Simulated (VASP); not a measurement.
Write the native input for VASP 6.6.1 that does the following.

* Task: relaxation of cell and atoms
* Functional: PBE
* Potentials or basis: VASP PAW PBE potentials, release 64 (In_d, O)
* Cutoff: 600 eV
* k mesh: 4 × 4 × 4
* Occupations: gaussian, width 0.02 eV
* Spin: no spin polarisation
* Further INCAR settings: ALGO = Fast; EDIFF = 1e-06; IBRION = 2; EDIFFG = -0.005; NSW = 80; ISIF = 3

The structure of In2O3 lies in POSCAR:

```
In2O3
1.0
   -5.0883616000      5.0883616000      5.0883616000
    5.0883616000     -5.0883616000      5.0883616000
    5.0883616000      5.0883616000     -5.0883616000
In O
16 24
Direct
    0.2840222200      0.5340222200      0.7500000000
    0.7159777800      0.4659777800      0.2500000000
    0.0000000000      0.5000000000      0.0000000000
    0.0000000000      0.0000000000      0.5000000000
    0.7500000000      0.2840222200      0.5340222200
    0.2500000000      0.7159777800      0.4659777800
    0.7840222200      0.0340222200      0.7500000000
    0.2159777800      0.9659777800      0.2500000000
    0.5340222200      0.7500000000      0.2840222200
    0.7500000000      0.7840222200      0.0340222200
    0.5000000000      0.0000000000      0.0000000000
    0.5000000000      0.5000000000      0.5000000000
    0.2500000000      0.2159777800      0.9659777800
    0.4659777800      0.2500000000      0.7159777800
    0.9659777800      0.2500000000      0.2159777800
    0.0340222200      0.7500000000      0.7840222200
    0.5368878300      0.7721506300      0.5447635200
    0.7721506300      0.5447635200      0.5368878300
    0.5078756900      0.2352628000      0.9631121700
    0.7726128900      0.7278493700      0.2647372000
    0.2278493700      0.4552364800      0.4631121700
    0.2726128900      0.0078756900      0.0447635200
    0.4552364800      0.4631121700      0.2278493700
    0.9552364800      0.7273871100      0.9921243100
    0.7352628000      0.2273871100      0.2721506300
    0.9631121700      0.5078756900      0.2352628000
    0.2352628000      0.9631121700      0.5078756900
    0.0447635200      0.2726128900      0.0078756900
    0.0368878300      0.4921243100      0.7647372000
    0.7273871100      0.9921243100      0.9552364800
    0.2721506300      0.7352628000      0.2273871100
    0.9921243100      0.9552364800      0.7273871100
    0.7278493700      0.2647372000      0.7726128900
    0.2647372000      0.7726128900      0.7278493700
    0.2273871100      0.2721506300      0.7352628000
    0.4921243100      0.7647372000      0.0368878300
    0.0078756900      0.0447635200      0.2726128900
    0.7647372000      0.0368878300      0.4921243100
    0.5447635200      0.5368878300      0.7721506300
    0.4631121700      0.2278493700      0.4552364800
```

The cell is a database's computed one.

These files were run (other wordings do the same):

INCAR

```
PREC = Accurate
ENCUT = 600
EDIFF = 1E-6
ISMEAR = 0
SIGMA = 0.02
LREAL = False
LASPH = True
NELM = 120
ALGO = Fast
ISIF = 3
LWAVE = False
LCHARG = False
GGA = PE
IBRION = 2
NSW = 80
EDIFFG = -0.005
KPAR = 8
```

KPOINTS

```
Automatic mesh
0
Gamma
  4 4 4
```

Potentials or basis: VASP PAW PBE potentials, release 64 (In_d, O).

Launch:

```bash
$ cat potpaw_PBE.64/In_d/POTCAR potpaw_PBE.64/O/POTCAR > POTCAR
$ mpirun -np 8 vasp_std > vasp.out
```

It gave:

```yaml
Relaxed_volume: 13.64 Å³/atom
Relaxed_cell: a = 8.916 Å, b = 8.916 Å, c = 8.916 Å, α = 109.47°, β = 109.47°, γ = 109.47°
Space_group_after_relaxing_to_0.05_Å: Ia-3 (No. 206)
Energy_gained_by_relaxing: 7.8 meV/atom
Ionic_steps: 11
Pressure_after_relaxing: 0.0 GPa
Largest_force_after_relaxing: 0.005 eV/Å
Band_gap_on_the_k_mesh: 0.92 eV, direct
```

Caveat: spin-orbit coupling is left out, which moves the levels of the heavy elements.

Run time: 41 min on 8 MPI ranks on Intel(R) Xeon(R) 6975P-C (Granite Rapids), with other jobs on the host, peak memory 1.3 GiB a rank.
